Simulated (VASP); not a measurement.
OSZICAR of a VASP run on InBi (space group F-43m):

**OSZICAR**
```
       N       E                     dE             d eps       ncg     rms          rms(c)
DAV:   1     0.231022473290E+03    0.23102E+03   -0.12927E+04  1270   0.155E+03
DAV:   2     0.108539003413E+02   -0.22017E+03   -0.21781E+03  1264   0.391E+02
DAV:   3    -0.716710087940E+01   -0.18021E+02   -0.17963E+02  1566   0.142E+02
DAV:   4    -0.773998056030E+01   -0.57288E+00   -0.57245E+00  1412   0.287E+01
DAV:   5    -0.777563866770E+01   -0.35658E-01   -0.35657E-01  1856   0.586E+00    0.297E+00
DAV:   6    -0.769548814349E+01    0.80151E-01   -0.12628E-01  1644   0.506E+00    0.161E+00
DAV:   7    -0.767357138947E+01    0.21917E-01   -0.54881E-02  1906   0.245E+00    0.310E-01
DAV:   8    -0.767250018062E+01    0.10712E-02   -0.54280E-03  1506   0.101E+00    0.123E-01
DAV:   9    -0.767256221199E+01   -0.62031E-04   -0.39620E-04  1666   0.204E-01    0.411E-02
DAV:  10    -0.767256572867E+01   -0.35167E-05   -0.30580E-05  1534   0.595E-02    0.125E-02
DAV:  11    -0.767256832520E+01   -0.25965E-05   -0.36631E-06  1094   0.227E-02    0.447E-03
DAV:  12    -0.767256845600E+01   -0.13080E-06   -0.45235E-07   734   0.784E-03
   1 F= -.76725685E+01 E0= -.76723330E+01  d E =-.767257E+01
       N       E                     dE             d eps       ncg     rms          rms(c)
DAV:   1    -0.924793630139E+01   -0.15754E+01   -0.38715E+01  1394   0.105E+02    0.730E+00
DAV:   2    -0.789143824193E+01    0.13565E+01   -0.31942E+00  1360   0.368E+01    0.248E+00
DAV:   3    -0.770005117420E+01    0.19139E+00   -0.72850E-01  1662   0.148E+01    0.117E+00
DAV:   4    -0.769637785977E+01    0.36733E-02   -0.24227E-02  1284   0.148E+00    0.584E-01
DAV:   5    -0.769537901198E+01    0.99885E-03   -0.51057E-03  1654   0.632E-01    0.211E-01
DAV:   6    -0.769547594100E+01   -0.96929E-04   -0.83280E-04  1872   0.246E-01    0.340E-02
DAV:   7    -0.769548028925E+01   -0.43482E-05   -0.42758E-05  1618   0.912E-02    0.178E-02
DAV:   8    -0.769548148758E+01   -0.11983E-05   -0.16476E-05  1374   0.302E-02    0.304E-03
DAV:   9    -0.769548154041E+01   -0.52828E-07   -0.83888E-07   690   0.133E-02
   2 F= -.76954815E+01 E0= -.76953368E+01  d E =-.229131E-01
       N       E                     dE             d eps       ncg     rms          rms(c)
DAV:   1    -0.775461687666E+01   -0.59135E-01   -0.15814E+00  1394   0.233E+01    0.134E+00
DAV:   2    -0.770557851384E+01    0.49038E-01   -0.10341E-01  1440   0.621E+00    0.506E-01
DAV:   3    -0.769721831116E+01    0.83602E-02   -0.33389E-02  1660   0.324E+00    0.206E-01
DAV:   4    -0.769714103468E+01    0.77276E-04   -0.80027E-04  1278   0.308E-01    0.132E-01
DAV:   5    -0.769703015085E+01    0.11088E-03   -0.22601E-04  1464   0.120E-01    0.480E-02
DAV:   6    -0.769702557794E+01    0.45729E-05   -0.34504E-05  1820   0.396E-02    0.990E-03
DAV:   7    -0.769702497790E+01    0.60004E-06   -0.23746E-06  1016   0.231E-02
   3 F= -.76970250E+01 E0= -.76968708E+01  d E =-.244565E-01
```

Problem. Which electronic solver shows in the log?

Solution. It is blocked Davidson (ALGO = Normal, or the opening steps of other solvers). The INCAR had ALGO = Normal.

Problem. Can the final energy be trusted as converged?

Solution. Self-consistency was reached. It stopped with EDIFF = 1E-6, NELM = 100, NSW = 60 and EDIFFG = -0.01 after 3 ionic steps (LDA (Ceperley-Alder, Perdew-Zunger), plane waves, VASP's LDA PAW potentials (set 64)). Energy and stress use the plane-wave basis of the starting cell.

The structure comes from a computed database's InBi entry (F-43m); how it stands against other phases isn't given here. This run relaxes it. Symmetry was kept, so distortions that lower it aren't found.
